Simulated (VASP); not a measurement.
Given:

```xyz
2
Lattice="0.0000 3.3602 3.3602 3.3602 0.0000 3.3602 3.3602 3.3602 0.0000" Properties=species:S:1:pos:R:3 pbc="T T T"
Rb     0.0000     0.0000     0.0000
Cl     3.3602     3.3602     3.3602
```

Computed with PBE GGA with D3 dispersion (zero damping), VASP's PBE PAW potentials (set 64) (plane waves; VASP). Settings: 520 eV cut-off, 8×8×8 Γ-centred mesh, tetrahedra with Blöchl corrections, potentials Rb_sv Cl.

Estimate the energy per atom (σ→0), band gap (on the k-mesh) with the smallest direct gap where there is one.

```
Property                                      Value
-----------------------------------  --------------
band gap (on the k-mesh)                    4.80 eV
smallest direct gap (on the k-mesh)         4.80 eV
energy per atom (σ→0)                -3.526 eV/atom
```

The absolute energy has meaning only against runs of the same code, potentials and settings.

The compound is RbCl in the rock salt structure. It was relaxed first, which changed the volume by +7 %.
